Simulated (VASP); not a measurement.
# Ti2BN (P4/mmm) in VASP: notebook

Runs on Ti2BN. Level: PBE. Tasks: relaxation of cell and atoms.

Program: VASP 6.6.1. These are calculated values, not measurements. Logs are shortened: lines on timing, memory, paths and dates and some standing lists are left out, and cuts for length are marked.

### 1 Starting point

Symmetry: P4/mmm, No. 123, tetragonal system. Conventional cell: a = 3.093 Å, b = 3.093 Å, c = 4.365 Å, α = 90.00°, β = 90.00°, γ = 90.00°. Ti (site symmetry 4/mmm) is surrounded by 2 B at 2.18 Å and 4 N at 2.19 Å. Ti (site symmetry 4/mmm) is surrounded by 2 N at 2.18 Å and 4 B at 2.19 Å. B (site symmetry 4/mmm) has 6 Ti at 2.18 to 2.19 Å as nearest neighbours. N (site symmetry 4/mmm) is surrounded by 6 Ti at 2.18 to 2.19 Å.

The cell was built by a generator and needn't be a form met in nature.

### 2 Relaxation of cell and atoms, PBE

INCAR

```
SYSTEM = Ti2BN
PREC = Accurate
ENCUT = 520
EDIFF = 1E-6
ISMEAR = 0
SIGMA = 0.1
LREAL = .FALSE.
LASPH = .TRUE.
NELM = 120
ALGO = Normal
ISIF = 3
LWAVE = .FALSE.
LCHARG = .FALSE.
GGA = PE
IBRION = 2
NSW = 90
EDIFFG = -0.01
KPAR = 4
```

KPOINTS

```
Automatic mesh
0
G
  11 11 8
  0 0 0
```

POSCAR

```
Ti2BN
1.0
    3.0930000000      0.0000000000      0.0000000000
    0.0000000000      3.0930000000      0.0000000000
    0.0000000000      0.0000000000      4.3650000000
Ti B N
2 1 1
Direct
    0.0000000000      0.0000000000      0.5000000000
    0.5000000000      0.5000000000      0.0000000000
    0.0000000000      0.0000000000      0.0000000000
    0.5000000000      0.5000000000      0.5000000000
```

Potentials or basis: VASP PAW PBE potentials, release 64 (Ti_sv, B, N).

Launch:

```sh
cat potpaw_PBE.64/Ti_sv/POTCAR potpaw_PBE.64/B/POTCAR potpaw_PBE.64/N/POTCAR > POTCAR
mpirun -np 4 vasp_std > vasp.out
```

OUTCAR:

```text
SYSTEM = Ti2BN
   PREC = Accurate
   ENCUT = 520
   EDIFF = 1E-6
   ISMEAR = 0
   LREAL = .FALSE.
   LASPH = .TRUE.
   NELM = 120
   ISIF = 3
   GGA = PE
   IBRION = 2
   NSW = 90
   EDIFFG = -0.01

 ion  position               nearest neighbor table
   1  0.000  0.000  0.500-   3 2.18   3 2.18   4 2.19   4 2.19   4 2.19   4 2.19
   2  0.500  0.500  0.000-   4 2.18   4 2.18   3 2.19   3 2.19   3 2.19   3 2.19
   3  0.000  0.000  0.000-   1 2.18   1 2.18   2 2.19   2 2.19   2 2.19   2 2.19
   4  0.500  0.500  0.500-   2 2.18   2 2.18   1 2.19   1 2.19   1 2.19   1 2.19

  LATTYP: Found a simple tetragonal cell.
 ALAT       =     3.0930000000
 C/A-ratio  =     1.4112512124

  Lattice vectors:

 A1 = (   3.0930000000,   0.0000000000,   0.0000000000)
 A2 = (   0.0000000000,   3.0930000000,   0.0000000000)
 A3 = (   0.0000000000,   0.0000000000,   4.3650000000)

Analysis of symmetry for initial positions (statically):
=====================================================================
 Subroutine PRICEL returns:
 Original cell was already a primitive cell.

 Routine SETGRP: Setting up the symmetry group for a
 simple tetragonal supercell.

 Subroutine GETGRP returns: Found 16 space group operations
 (whereof 16 operations were pure point group operations)
 out of a pool of 16 trial point group operations.

The static configuration has the point symmetry D_4h.

Analysis of symmetry for dynamics (positions and initial velocities):
=====================================================================
 Subroutine PRICEL returns:
 Original cell was already a primitive cell.

 Routine SETGRP: Setting up the symmetry group for a
 simple tetragonal supercell.

 Subroutine GETGRP returns: Found 16 space group operations
 (whereof 16 operations were pure point group operations)
 out of a pool of 16 trial point group operations.

The dynamic configuration has the point symmetry D_4h.

 Subroutine INISYM returns: Found 16 space group operations
 (whereof 16 operations are pure point group operations),
 and found     1 'primitive' translations

----------------------------------------------------------------------------------------

                                     Primitive cell

  volume of cell :      41.7584

  direct lattice vectors                    reciprocal lattice vectors
     3.093000000  0.000000000  0.000000000     0.323310702  0.000000000  0.000000000
     0.000000000  3.093000000  0.000000000     0.000000000  0.323310702  0.000000000
     0.000000000  0.000000000  4.365000000     0.000000000  0.000000000  0.229095074

  length of vectors
     3.093000000  3.093000000  4.365000000     0.323310702  0.323310702  0.229095074

  position of ions in fractional coordinates (direct lattice)
     0.000000000  0.000000000  0.500000000
     0.500000000  0.500000000  0.000000000
     0.000000000  0.000000000  0.000000000
     0.500000000  0.500000000  0.500000000

  ion indices of the primitive-cell ions
   primitive index   ion index
                 1           1
                 2           2
                 3           3
                 4           4

----------------------------------------------------------------------------------------

 KPOINTS: Automatic mesh

Automatic generation of k-mesh.
 Grid dimensions read from file:
 generate k-points for:   11   11    8

 Generating k-lattice:

  Cartesian coordinates                     Fractional coordinates (reciprocal lattice)
     0.029391882  0.000000000  0.000000000     0.090909091  0.000000000  0.000000000
     0.000000000  0.029391882  0.000000000     0.000000000  0.090909091  0.000000000
     0.000000000  0.000000000  0.028636884     0.000000000  0.000000000  0.125000000

  Length of vectors
     0.029391882  0.029391882  0.028636884

  Shift w.r.t. Gamma in fractional coordinates (k-lattice)
     0.000000000  0.000000000  0.000000000

 Subroutine IBZKPT returns following result:
 ===========================================

 Found    105 irreducible k-points:

 Following reciprocal coordinates:
            Coordinates               Weight
  0.000000  0.000000  0.000000      1.000000
  0.090909  0.000000  0.000000      4.000000
  0.181818  0.000000  0.000000      4.000000
  0.272727  0.000000  0.000000      4.000000
  0.363636  0.000000  0.000000      4.000000
  0.454545  0.000000  0.000000      4.000000
[... 16 lines left out ...]
  0.090909  0.000000  0.125000      8.000000
  0.181818  0.000000  0.125000      8.000000
 [... further k-points ...]
   k-points           NKPTS =    105   k-points in BZ     NKDIM =    105   number of bands    NBANDS=     20
   number of dos      NEDOS =    301   number of ions     NIONS =      4
   total plane-waves  NPLWV =  18432
   dimension x,y,z NGX =    24 NGY =   24 NGZ =   32
   dimension x,y,z NGXF=    48 NGYF=   48 NGZF=   64
   ions per type =               2   1   1
   NGX,Y,Z   is equivalent  to a cutoff of  12.90, 12.90, 12.19 a.u.
   NGXF,Y,Z  is equivalent  to a cutoff of  25.80, 25.80, 24.38 a.u.
 SYSTEM =  Ti2BN
   PREC   = accura    normal or accurate (medium, high low for compatibility)
   ISTART =      0    job   : 0-new  1-cont  2-samecut
   ICHARG =      2    charge: 1-file 2-atom 10-const
   ISPIN  =      1    spin polarized calculation?
   LNONCOLLINEAR =      F non collinear calculations
   LSORBIT =      F    spin-orbit coupling
   LASPH  =      T    aspherical Exc in radial PAW
   ENCUT  =  520.0 eV  38.22 Ry    6.18 a.u.   5.75  5.75  8.12*2*pi/ulx,y,z
   NELM   =    120;   NELMIN=  2; NELMDL= -5     # of ELM steps
   EDIFF  = 0.1E-05   stopping-criterion for ELM
   LREAL  =      F    real-space projection
   EDIFFG = -.1E-01   stopping-criterion for IOM
   NSW    =     90    number of steps for IOM
   IBRION =      2    ionic relax: 0-MD 1-quasi-New 2-CG
   NFREE  =      1    steps in history (QN), initial steepest desc. (CG)
   ISIF   =      3    stress and relaxation
   ISYM   =      2    0-nonsym 1-usesym 2-fastsym
   POTIM  = 0.5000    time-step for ionic-motion
   TEBEG  =    0.0;   TEEND  =   0.0 temperature during run
   PSTRESS=    0.0 pullay stress
   NELECT =      32.0000    total number of electrons
   NUPDOWN=      -1.0000    fix difference up-down
   EMIN   =  10.00;   EMAX   =-10.00  energy-range for DOS
   EFERMI =   0.00;   METHOD = LEGACY
   ISMEAR =     0;   SIGMA  =   0.10  broadening in eV -4-tet -1-fermi 0-gaus
   EFERMI_NEDOS =   21; number of points for ismear=-14 and -15
   IALGO  =     38    algorithm
   IMIX   =      4    mixing-type and parameters
     AMIX     =   0.40;   BMIX     =  1.00
     AMIX_MAG =   1.60;   BMIX_MAG =  1.00
  volume/ion in A,a.u.               =      10.44        70.45
  Fermi-wavevector in a.u.,A,eV,Ry     =   1.498109  2.831016 30.535978  2.244331
  Thomas-Fermi vector in A             =   2.609911
   LORBIT       =      0    0 simple, 1 ext, 2 COOP (PROOUT), +10 PAW based schemes
   GGA     = PE    functional components
   LHFCALC =     F    Hartree Fock is set to
   AEXX    =    0.0000 exact exchange contribution
   IVDW    =     0    specifies the selected vdW correction
   LEPSILON=     F    determine dielectric tensor
   LRPA    =     F    only Hartree local field effects (RPA)
 conjugate gradient relaxation of ions
 non-spin polarized calculation
 Gauss-broadening in eV      SIGMA  =   0.10
  energy-cutoff  :      520.00
  volume of cell :       41.76
 maximum number of plane-waves:      1140
 NGX is ok and might be reduce to    24
   NGX = 11   NGY = 11   NGZ = 17

--------------------------------------- Ionic step        1  -------------------------------------------

 number of electron      32.0000021 magnetization

 Free energy of the ion-electron system (eV)
  ---------------------------------------------------
  ext. energy  EPLUGINS =         0.00000000
  ---------------------------------------------------
  free energy    TOTEN  =       -35.19511769 eV

  energy without entropy =      -35.19110115  energy(sigma->0) =      -35.19310942

------------------------ aborting loop because EDIFF is reached ----------------------------------------

  FORCE on cell =-STRESS in cart. coord.  units (eV):
  Direction    XX          YY          ZZ          XY          YZ          ZX
  --------------------------------------------------------------------------------------
  -------------------------------------------------------------------------------------
  Total       -0.0317852     -0.0317852     -0.2126395      0.0000000      0.0000000      0.0000000
  in kB       -1.2195276     -1.2195276     -8.1585014      0.0000000      0.0000000      0.0000000
  external PRESSURE =      -3.5325189 kB  Pullay stress =       0.0000000 kB
[... 99 lines left out ...]
  energy  without entropy=      -35.1913066991  energy(sigma->0) =      -35.19329698

--------------------------------------- Ionic step        4  -------------------------------------------

 number of electron      32.0000021 magnetization

 Free energy of the ion-electron system (eV)
  ---------------------------------------------------
  ext. energy  EPLUGINS =         0.00000000
  ---------------------------------------------------
  free energy    TOTEN  =       -35.19528724 eV

  energy without entropy =      -35.19130637  energy(sigma->0) =      -35.19329681

 E-fermi :   9.2069     XC(G=0): -12.4947

 val. band max:        9.1587342067   @ k =   0.0909   0.0909   0.2500
 cond. band min:       9.2143033469   @ k =   0.0909   0.0909   0.2500
 fundamental gap:      0.0555691402
 Fermi energy:         9.2068835749

 k-point     1 :       0.0000    0.0000    0.0000
  band No.  band energies     occupation
      1     -47.9964      2.00000
      2     -47.1013      2.00000
      3     -24.2388      2.00000
      4     -24.2388      2.00000
      5     -24.1532      2.00000
      6     -23.4811      2.00000
[... 12 lines left out ...]
     19      10.7050      0.00000
[... 513 lines left out ...]
      4     -24.2274      2.00000
      5     -24.1239      2.00000
      6     -23.5001      2.00000
[... 12 lines left out ...]
     19      10.3922      0.00000
     20      11.8341      0.00000

 [... further k-points ...]

------------------------ aborting loop because EDIFF is reached ----------------------------------------

  FORCE on cell =-STRESS in cart. coord.  units (eV):
  Direction    XX          YY          ZZ          XY          YZ          ZX
  --------------------------------------------------------------------------------------
  -------------------------------------------------------------------------------------
  Total        0.0376538      0.0376538     -0.0108186      0.0000000     -0.0000000      0.0000000
  in kB        1.4474504      1.4474504     -0.4158765      0.0000000     -0.0000000      0.0000000
  external PRESSURE =       0.8263414 kB  Pullay stress =       0.0000000 kB
[... 19 lines left out ...]
  FREE ENERGIE OF THE ION-ELECTRON SYSTEM (eV)
  ---------------------------------------------------
  free  energy   TOTEN  =       -35.1952872444 eV

  energy  without entropy=      -35.1913063711  energy(sigma->0) =      -35.19329681

 reached required accuracy - stopping structural energy minimisation
```

Wall time 55 s (4 MPI ranks of Intel Xeon Platinum 8488C (Sapphire Rapids), shared host); peak memory 0.21 GiB.

What came out:

| Property | Result |
| --- | --- |
| Free energy | -35.1953 eV |
| Relaxed volume | 10.42 Å³/atom |
| Relaxed cell | a = 3.092 Å, b = 3.092 Å, c = 4.359 Å, α = 90.00°, β = 90.00°, γ = 90.00° |
| Space group after relaxing (to 0.05 Å) | P4/mmm (No. 123) |
| Energy gained by relaxing | 0.0 meV/atom |
| Ionic steps | 4 |
| Pressure after relaxing | 0.1 GPa |
| Band gap on the k mesh | none (metal or under the smearing width) |

The path:
```tsv
step	energy change (eV)	largest force (eV/Å)	pressure (GPa)	volume (Å³)
1	0.0000	0.0000	-0.35	41.76
2	-0.0001	0.0000	0.34	41.62
3	-0.0002	0.0000	0.10	41.68
4	-0.0002	0.0000	0.08	41.68
```

Final structure:
```
CELL_PARAMETERS angstrom
3.09232 0.00000 0.00000
0.00000 3.09232 0.00000
0.00000 0.00000 4.35859
ATOMIC_POSITIONS crystal
Ti 0.00000 0.00000 0.50000
Ti 0.50000 0.50000 0.00000
B 0.00000 0.00000 0.00000
N 0.50000 0.50000 0.50000
```

Levels at points of the mesh, in eV from the Fermi level:
```csv
k point,band 12,band 13,band 14,band 15,band 16,band 17,band 18,band 19,band 20
"(0.00, 0.00, 0.00)",-1.98,-1.98,-1.81,0.45,0.45,0.52,1.35,1.50,1.65
"(0.00, 0.00, 0.50)",-2.88,-2.34,-2.34,-1.04,-0.50,0.30,0.30,1.57,2.31
```

### 3 Relaxation of cell and atoms, PBE

Changes to INCAR since step 2:

```diff
@@ -3,3 +3,3 @@
 ENCUT = 520
-EDIFF = 1E-6
+EDIFF = 1E-7
 ISMEAR = 0
@@ -15,4 +15,5 @@
 IBRION = 2
-NSW = 90
-EDIFFG = -0.01
+NSW = 60
+EDIFFG = -0.005
+POTIM = 0.3
 KPAR = 4
```

KPOINTS is that of step 2.

POSCAR

```
Ti2BN                                   
1.0
    3.0923212061      0.0000000000      0.0000000000
    0.0000000000      3.0923212061      0.0000000000
    0.0000000000      0.0000000000      4.3585914317
  Ti              B               N             
     2     1     1
Direct
     0.0000000000000000    0.0000000000000000    0.5000000000000000
     0.5000000000000000    0.5000000000000000    0.0000000000000000
     0.0000000000000000    0.0000000000000000    0.0000000000000000
     0.5000000000000000    0.5000000000000000    0.5000000000000000
```

Potentials or basis: VASP PAW PBE potentials, release 64 (Ti_sv, B, N).

Launch:

```sh
cat potpaw_PBE.64/Ti_sv/POTCAR potpaw_PBE.64/B/POTCAR potpaw_PBE.64/N/POTCAR > POTCAR
mpirun -np 4 vasp_std > vasp.out
```

Run time: 27 s. Hardware: 4 MPI ranks of Intel Xeon Platinum 8488C (Sapphire Rapids), shared host; peak memory 0.2 GiB.

Results (log left out):

```
Free energy                            : -35.1952 eV
Relaxed volume                         : 10.42 Å³/atom
Relaxed cell                           : a = 3.093 Å, b = 3.093 Å, c = 4.358 Å, α = 90.00°, β = 90.00°, γ = 90.00°
Space group after relaxing (to 0.05 Å) : P4/mmm (No. 123)
Energy gained by relaxing              : 0.0 meV/atom
Ionic steps                            : 2
Pressure after relaxing                : 0.0 GPa
Band gap on the k mesh                 : none (metal or under the smearing width)
```

Stress tensor (GPa, compression positive):
```
 0.06  0.00  0.00
 0.00  0.06  0.00
 0.00  0.00 -0.03
```

Final structure:
```
Ti B N
1.0
     3.09311    0.00000    0.00000
     0.00000    3.09311    0.00000
     0.00000    0.00000    4.35793
Ti B N
2 1 1
Direct
  0.00000 0.00000 0.50000
  0.50000 0.50000 0.00000
  0.00000 0.00000 0.00000
  0.50000 0.50000 0.50000
```

Levels at points of the mesh, in eV from the Fermi level:
```
           k point  band 14  band 15  band 16  band 17  band 18  band 19
(0.00, 0.00, 0.00)    -1.80     0.45     0.45     0.53     1.35     1.50
(0.00, 0.00, 0.50)    -2.34    -1.04    -0.50     0.30     0.30     1.57
```
